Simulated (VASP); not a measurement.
These are PBEsol GGA, VASP's PBE PAW potentials (set 64) (plane waves; VASP 6.6.1) values and carry that method's errors.

VASP ran on this input.

POSCAR:
```
VSi
1
    2.7713588051    -0.0000000000     0.0000000000
   -1.3856794026     2.4000670987    -0.0000000000
   -0.0000000000     0.0000000000     3.8645859549
V Si
1 1
Direct
  0.0000000000   0.0000000000   0.0000000000
  0.6666670000   0.3333330000   0.5000000000
```

**KPOINTS**
```
kpoints
0
Gamma
 14 14 9
```

**INCAR**
```
! general
SYSTEM  = VSi
PREC    = Accurate
ENCUT   = 400
LREAL   = .False.
LASPH   = .True.

! electronic loop
EDIFF   = 1E-6
NELM    = 100
ALGO    = Normal
LMAXMIX = 4

! smearing
ISMEAR  = 1
SIGMA   = 0.1

! functional
GGA     = PS

! ions
IBRION  = 2
NSW     = 60
ISIF    = 3
EDIFFG  = -0.01

! output
LWAVE   = .False.
LCHARG  = .False.
```

POTCAR, in this order: V_sv Si (PBE.64 set). Program: vasp_std.

The resulting files:

### OSZICAR
```
       N       E                     dE             d eps       ncg     rms          rms(c)
DAV:   1     0.968265632910E+02    0.96827E+02   -0.76108E+03  2892   0.118E+03
DAV:   2    -0.151422163860E+02   -0.11197E+03   -0.10882E+03  2944   0.351E+02
DAV:   3    -0.183313255864E+02   -0.31891E+01   -0.30115E+01  3644   0.582E+01
DAV:   4    -0.183718075292E+02   -0.40482E-01   -0.40394E-01  3108   0.683E+00
DAV:   5    -0.183724211909E+02   -0.61366E-03   -0.61361E-03  3608   0.818E-01    0.229E+01
DAV:   6    -0.169666690653E+02    0.14058E+01   -0.21872E+01  3368   0.535E+01    0.598E+00
DAV:   7    -0.162835026777E+02    0.68317E+00   -0.48345E+00  3280   0.255E+01    0.506E+00
DAV:   8    -0.162103079226E+02    0.73195E-01   -0.39885E-01  3200   0.711E+00    0.415E-01
DAV:   9    -0.162092341779E+02    0.10737E-02   -0.72291E-03  3328   0.110E+00    0.257E-01
DAV:  10    -0.162087453047E+02    0.48887E-03   -0.92938E-04  3336   0.473E-01    0.845E-02
DAV:  11    -0.162087395355E+02    0.57692E-05   -0.98716E-05  3460   0.115E-01    0.309E-02
DAV:  12    -0.162087363280E+02    0.32075E-05   -0.11960E-05  3424   0.424E-02    0.451E-03
DAV:  13    -0.162087361698E+02    0.15816E-06   -0.44041E-07  1636   0.817E-03
   1 F= -.16208736E+02 E0= -.16208470E+02  d E =-.162087E+02
       N       E                     dE             d eps       ncg     rms          rms(c)
DAV:   1    -0.162163636240E+02   -0.76273E-02   -0.17597E-01  3028   0.704E+00    0.886E-01
DAV:   2    -0.162112990036E+02    0.50646E-02   -0.51538E-02  3316   0.297E+00    0.380E-01
DAV:   3    -0.162093538157E+02    0.19452E-02   -0.86131E-03  3336   0.104E+00    0.126E-01
DAV:   4    -0.162091453828E+02    0.20843E-03   -0.81279E-04  3184   0.365E-01    0.636E-02
DAV:   5    -0.162091442104E+02    0.11724E-05   -0.24082E-05  3308   0.628E-02    0.158E-02
DAV:   6    -0.162091458526E+02   -0.16421E-05   -0.53964E-06  3428   0.262E-02    0.295E-03
DAV:   7    -0.162091461135E+02   -0.26088E-06   -0.14538E-07  1512   0.477E-03
   2 F= -.16209146E+02 E0= -.16208854E+02  d E =-.409944E-03
       N       E                     dE             d eps       ncg     rms          rms(c)
DAV:   1    -0.162091652618E+02   -0.19409E-04   -0.43991E-04  3012   0.353E-01    0.443E-02
DAV:   2    -0.162091516278E+02    0.13634E-04   -0.13077E-04  3320   0.150E-01    0.191E-02
DAV:   3    -0.162091463719E+02    0.52559E-05   -0.22017E-05  3344   0.525E-02    0.616E-03
DAV:   4    -0.162091466733E+02   -0.30136E-06   -0.18931E-06  2344   0.178E-02
   3 F= -.16209147E+02 E0= -.16208852E+02  d E =-.410503E-03
       N       E                     dE             d eps       ncg     rms          rms(c)
DAV:   1    -0.162131014448E+02   -0.39551E-02   -0.10121E-01  2996   0.541E+00    0.527E-01
DAV:   2    -0.162104918240E+02    0.26096E-02   -0.19950E-02  3336   0.180E+00    0.280E-01
DAV:   3    -0.162094453180E+02    0.10465E-02   -0.48375E-03  3296   0.797E-01    0.115E-01
DAV:   4    -0.162092643545E+02    0.18096E-03   -0.33132E-04  3216   0.257E-01    0.175E-02
DAV:   5    -0.162092607090E+02    0.36455E-05   -0.15100E-05  3200   0.514E-02    0.919E-03
DAV:   6    -0.162092614735E+02   -0.76453E-06   -0.78688E-07  1920   0.126E-02
   4 F= -.16209261E+02 E0= -.16208906E+02  d E =-.114800E-03
       N       E                     dE             d eps       ncg     rms          rms(c)
DAV:   1    -0.162096960426E+02   -0.43533E-03   -0.10684E-02  2992   0.176E+00    0.171E-01
DAV:   2    -0.162094260963E+02    0.26995E-03   -0.20546E-03  3332   0.575E-01    0.896E-02
DAV:   3    -0.162093181429E+02    0.10795E-03   -0.50142E-04  3288   0.257E-01    0.374E-02
DAV:   4    -0.162092958047E+02    0.22338E-04   -0.34692E-05  3204   0.833E-02    0.575E-03
DAV:   5    -0.162092947445E+02    0.10602E-05   -0.14489E-06  2200   0.163E-02    0.320E-03
DAV:   6    -0.162092941697E+02    0.57483E-06   -0.17938E-07  1452   0.609E-03
   5 F= -.16209294E+02 E0= -.16208958E+02  d E =-.147496E-03
```

**OUTCAR**
```
------------------------ aborting loop because EDIFF is reached ----------------------------------------
  FORCE on cell =-STRESS in cart. coord.  units (eV):
  Direction    XX          YY          ZZ          XY          YZ          ZX
  --------------------------------------------------------------------------------------
  Total       -0.0007820     -0.0007820      0.0015744      0.0000000      0.0000000     -0.0000000
  in kB       -0.0489123     -0.0489123      0.0984714      0.0000000      0.0000000     -0.0000000
  external PRESSURE =       0.0002156 kB  Pullay stress =       0.0000000 kB
  volume of cell :       25.62
      direct lattice vectors                 reciprocal lattice vectors
     2.761049587  0.000000000  0.000000000     0.362181109  0.209105363 -0.000000000
    -1.380524793  2.391139054  0.000000000    -0.000000000  0.418210726  0.000000000
     0.000000000 -0.000000000  3.880085147    -0.000000000 -0.000000000  0.257726303
 POSITION                                       TOTAL-FORCE (eV/Angst)
 -----------------------------------------------------------------------------------
     -0.00000      0.00000      0.00000         0.000000      0.000000      0.000000
      1.38053      0.79705      1.94004        -0.000000     -0.000000     -0.000000
 -----------------------------------------------------------------------------------
    total drift:                               -0.000020      0.000012     -0.000000
  FREE ENERGIE OF THE ION-ELECTRON SYSTEM (eV)
  ---------------------------------------------------
  free  energy   TOTEN  =       -16.2092941697 eV

  energy  without entropy=      -16.2082865940  energy(sigma->0) =      -16.20895831

 reached required accuracy - stopping structural energy minimisation
```
(Selected blocks of OUTCAR.)

**CONTCAR**
```
VSi
   1.00000000000000
     2.7610495866957590    0.0000000000002148    0.0000000000000000
    -1.3805247933975076    2.3911390539981294    0.0000000000000000
     0.0000000000000000   -0.0000000000000000    3.8800851467950435
  V               Si
     1     1
Direct
     0.0000000000000000    0.0000000000000000    0.0000000000000000
     0.6666669999999968    0.3333330000000032    0.5000000000000000
```

The structure was generated: VSi was put into the WC type (P-6m2), which need not be its known phase. This run relaxes it. Symmetry was kept, so distortions that lower it aren't found. The start is the result of an earlier pass. The run is not spin-polarised, so no magnetic state was tried. The electron count is odd and the run is not spin-polarised, which forces a metal.
